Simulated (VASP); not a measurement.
## NaLaMnMoO6 under changes of volume

One of the cells (13.490 Å³/atom); the others are scaled copies at fixed shape and fractional positions:

```
CELL_PARAMETERS angstrom
5.01072 -2.90054 0.02069
5.01072 2.90054 0.02069
-3.08113 0.00000 4.62830
ATOMIC_POSITIONS crystal
Na 0.99482 0.99482 0.49994
La 0.75307 0.75307 0.78825
Mn 0.25016 0.25016 0.19811
Mo 0.49867 0.49867 0.99722
O 0.30338 0.30338 0.61396
O 0.32902 0.82850 0.87649
O 0.19558 0.63630 0.15354
O 0.63630 0.19558 0.15354
O 0.82850 0.32902 0.87649
O 0.71050 0.71050 0.34246
```

The cell was built by a generator and needn't be a form met in nature.

* Program: VASP 6.6.1
* Functional: PBE
* Potentials or basis: VASP PAW PBE potentials, release 64 (Na_pv, La, Mn_pv, Mo_sv, O)
* Cutoff: 520 eV
* k mesh: 6 × 6 × 6
* Occupations: fermi-dirac, width 0.05 eV
* Spin: collinear spin, ferromagnetic start
* Starting moments: [0.0, 0.0, 4.0, 1.0, 0.0, 0.0, 0.0, 0.0, 0.0, 0.0] μB

```csv
volume (Å³/atom),energy over the lowest point (meV/atom),pressure (GPa),gap on the mesh (eV),largest force (eV/Å)
12.432,25.66,11.1,0.86,0.988
12.697,10.36,7.1,0.88,0.648
12.961,?,?,?,?
13.490,0.00,-2.7,0.93,0.229
13.755,6.44,-5.4,0.94,0.468
14.019,16.99,-7.7,0.95,0.694
```

Task: What does the run at 12.961 Å³/atom give?

Result: Energy over the lowest point 1.41 meV/atom; pressure 3.4 GPa; gap on the mesh 0.90 eV; largest force 0.336 eV/Å.

Worked out: A Birch-Murnaghan fit of order 3 (a polynomial in V^(-2/3)) to the other rows has its minimum at 13.26 Å³/atom with B0 = V·E''(V) = 153 GPa and B' = 4.3 at fixed shape and positions, which overstates the stiffness. It gives 1.43 meV/atom at 12.961 Å³/atom, against the run's 1.41, and -dE/dV = 3.6 GPa, against 3.4. A straight line through the other rows of the gap, of slope 0.76 eV per unit of ln V, gives 0.89 eV, against the run's 0.90.

Energies are extrapolated to zero smearing.

Caveats: spin-orbit coupling is left out, which moves the levels of the heavy elements; a cell with one magnetic atom can't hold antiferromagnetic order, which such compounds often take.

A mesh can miss the band edges.
